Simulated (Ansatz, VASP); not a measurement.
## One calculation of GaAsSe3, two programs

```
CELL_PARAMETERS angstrom
5.12124 0.00000 0.00000
0.00000 5.12124 0.00000
0.00000 0.00000 5.12124
ATOMIC_POSITIONS crystal
Ga 0.00000 0.00000 0.00000
As 0.50000 0.50000 0.50000
Se 0.00000 0.50000 0.50000
Se 0.50000 0.50000 0.00000
Se 0.50000 0.00000 0.50000
```

Change from the starting cell: species swapped into the Sc3SnC type (Pm-3m, No. 221).

Alike in both runs: functional PBE; k mesh 4 × 4 × 4; occupations gaussian, width 0.1 eV; no spin polarisation.

Ansatz relaxed the structure, and its values are those at the end. VASP's run is a single point on that final structure, the one shown.

```csv
,VASP,Ansatz
version,VASP 6.6.1,Ansatz 0.2.0
potentials or method,"VASP PAW PBE potentials, release 64 (Ga_d, As, Se)","scalar-relativistic, plane waves, PAW"
plane-wave cutoff (eV),520,420
valence electrons in the cell,36,76
```

```csv
,VASP,Ansatz,Ansatz less VASP
gap on the k mesh at the Fermi level (eV),none,none,-
pressure (GPa),0.2,0.1,-0.05
```

A gap of «none» marks a metal or a gap that the smearing closes. The two sets of potentials don't hold the same shells in valence.
